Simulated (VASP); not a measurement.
Si2Ge:

```
Si Ge
1.0
    -1.94500    5.83500    2.75000
     1.94500   -5.83500    2.75000
     1.94500    5.83500   -2.75000
Si Ge
4 2
Direct
  0.20833 0.12500 0.08333
  0.79167 0.87500 0.91667
  0.54167 0.12500 0.41667
  0.45833 0.87500 0.58333
  0.12500 0.87500 0.25000
  0.87500 0.12500 0.75000
```

The cell was built by a generator and needn't be a form met in nature.

- Program: VASP 6.6.1
- Task: relaxation of cell and atoms
- Functional: PBE
- Potentials or basis: VASP PAW PBE potentials, release 64 (Si, Ge_d)
- Cutoff: 520 eV
- k mesh: 5 × 5 × 5
- Occupations: gaussian, width 0.15 eV
- Spin: no spin polarisation

At the start: pressure 3.1 GPa; volume 20.81 Å³/atom.

How do energy, volume and symmetry change on relaxing?

Over 10 steps the energy falls by 15.6 meV/atom and the volume is 21.36 Å³/atom (+2.7 %); space group Imma (No. 74, to 0.05 Å).

The path:
```tsv
step	energy change (eV)	largest force (eV/Å)	pressure (GPa)	volume (Å³)
1	0.0000	0.5763	3.06	124.84
2	-0.0564	0.2479	-1.18	132.15
3	-0.0664	0.3089	-1.81	129.89
4	-0.0644	0.3336	0.17	129.07
5	-0.0659	0.3186	-1.06	129.54
6	-0.0657	0.3231	-0.14	129.45
7	-0.0861	0.1802	0.28	128.80
8	-0.0906	0.1291	0.42	128.55
9	-0.0940	0.0568	0.60	128.05
10	-0.0938	0.0682	-0.34	128.18
```

Final structure:
```xyz
6
Lattice="-1.9649 5.8902 2.7689 1.9649 -5.8902 2.7689 1.9649 5.8902 -2.7689" Properties=species:S:1:pos:R:3 pbc="T T T"
Si    0.0000    0.9474    0.7143
Si    1.9649    4.9428    2.0546
Si    0.0000    4.9428    0.7143
Si    1.9649    0.9474    2.0546
Ge    1.9649   -2.9451    2.1188
Ge    0.0000    8.8353    0.6501
```
